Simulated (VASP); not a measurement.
The input files of a VASP run:

**POSCAR**
```
Cu
1
    0.0000000000     1.7841615351     1.7841615351
    1.7841615351     0.0000000000     1.7841615351
    1.7841615351     1.7841615351     0.0000000000
Cu
1
Direct
  0.0000000000   0.0000000000   0.0000000000
```

### INCAR
```
ALGO=Normal
EDIFF=1E-7
ENCUT=520
GGA=PE
ISIF=2
ISMEAR=-5
IVDW=11
LASPH=.TRUE.
LCHARG=.TRUE.
LMAXMIX=4
LORBIT=11
LREAL=.FALSE.
LWAVE=.FALSE.
NEDOS=601
NELM=100
PREC=Accurate
SYSTEM=Cu
```

KPOINTS:
```
Automatic
0
G
 20 20 20
```

POTCAR, in this order: Cu (PBE.64 set). Program: vasp_std.

Question: Write an equivalent input for Quantum ESPRESSO's pw.x.

Answer: One equivalent input (not run):
```
&CONTROL
  calculation = 'scf'
  pseudo_dir = './pseudo'
  outdir = './out'
  tprnfor = .true.
  tstress = .true.
/
&SYSTEM
  ibrav = 0
  nat = 1
  ntyp = 1
  ecutwfc = 92
  occupations = 'tetrahedra'
  input_dft = 'pbe'
  vdw_corr = 'grimme-d3'
  dftd3_version = 3
  dftd3_threebody = .false.
/
&ELECTRONS
  conv_thr = 7.3e-09
  electron_maxstep = 100
/
ATOMIC_SPECIES
  Cu 63.546 Cu.upf
CELL_PARAMETERS angstrom
     0.0000000    1.7841615    1.7841615
     1.7841615    0.0000000    1.7841615
     1.7841615    1.7841615    0.0000000
ATOMIC_POSITIONS crystal
  Cu   0.0000000  0.0000000  0.0000000
K_POINTS automatic
  20 20 20 0 0 0
```
The two are equivalent in intent, not identical: the potentials are each code's own (VASP's PAW set, PseudoDojo norm-conserving files in pw.x), so ENCUT and ecutwfc are chosen apart and not converted; conv_thr bounds pw.x's estimated SCF error, while EDIFF bounds the energy change between steps.

The compound is Cu in the fcc structure. It was relaxed first.
